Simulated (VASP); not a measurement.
Elastic constants (GPa) of a crystal from VASP with PBEsol GGA, VASP's PBE PAW potentials (set 64):

```json
[
 {"": "xx", "xx": "125.4", "yy": "59.3", "zz": "46.6", "yz": "0.0", "xz": "0.0", "xy": "0.0"},
 {"": "yy", "xx": "59.3", "yy": "125.4", "zz": "46.6", "yz": "0.0", "xz": "0.0", "xy": "0.0"},
 {"": "zz", "xx": "46.6", "yy": "46.6", "zz": "151.0", "yz": "0.0", "xz": "0.0", "xy": "0.0"},
 {"": "yz", "xx": "0.0", "yy": "0.0", "zz": "0.0", "yz": "28.4", "xz": "0.0", "xy": "0.0"},
 {"": "xz", "xx": "0.0", "yy": "0.0", "zz": "0.0", "yz": "0.0", "xz": "28.4", "xy": "0.0"},
 {"": "xy", "xx": "0.0", "yy": "0.0", "zz": "0.0", "yz": "0.0", "xz": "0.0", "xy": "33.0"}
]
```

### Question
Work out the Voigt, Reuss and Hill moduli, Young's modulus and Poisson's ratio.

### Answer
All eigenvalues are positive (smallest 28.4 GPa), so the crystal is stable. K_V = (C11+C22+C33+2(C12+C13+C23))/9 = (401.8 + 2×152.5)/9 = 78.5 GPa; G_V = (401.8 − 152.5 + 3×89.8)/15 = 34.6 GPa. From the compliances, K_R = 78.4 GPa and G_R = 33.1 GPa. Hill: K = 78.5 GPa, G = 33.8 GPa, E = 9KG/(3K+G) = 88.8 GPa, ν = (3K−2G)/(2(3K+G)) = 0.311. K/G = 2.32, above Pugh's 1.75; universal anisotropy A^U = 0.22.

### Question
With a density of 4.21 g/cm³, what are the mean sound speeds?

### Answer
v_l = √((K+4G/3)/ρ) = 5.42 km/s and v_t = √(G/ρ) = 2.84 km/s. The crystal is ZnS (wurtzite), hexagonal.

The compound is ZnS in the wurtzite structure, the high-temperature form. It was relaxed first.
